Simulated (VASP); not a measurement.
Consider the following.

```xyz
3
Lattice="0.0000 2.7158 2.7158 2.7158 0.0000 2.7158 2.7158 2.7158 0.0000" Properties=species:S:1:pos:R:3 pbc="T T T"
Si     1.3579     1.3579     1.3579
Si     4.0737     4.0737     4.0737
Ni     0.0000     0.0000     0.0000
```

These are PBE GGA, VASP's PBE PAW potentials (set 64) (plane waves; VASP) values and carry that method's errors. Run with 300 eV cut-off, 11×11×11 Γ-centred mesh, Gaussian smearing of 0.050 eV, potentials Si Ni.

Problem. What does the run give for the energy per atom (σ→0), band gap (on the k-mesh) with the smallest direct gap where there is one?

Solution. 
```json
{
  "band gap (on the k-mesh)": "none (metal, semimetal or under 0.01 eV)",
  "energy per atom (σ→0)": "-5.788 eV/atom"
}
```

The structure comes from a computed database's Si2Ni entry; how it stands against other phases isn't given here. The cell was not relaxed at this level. The run is not spin-polarised, so no magnetic state was tried.
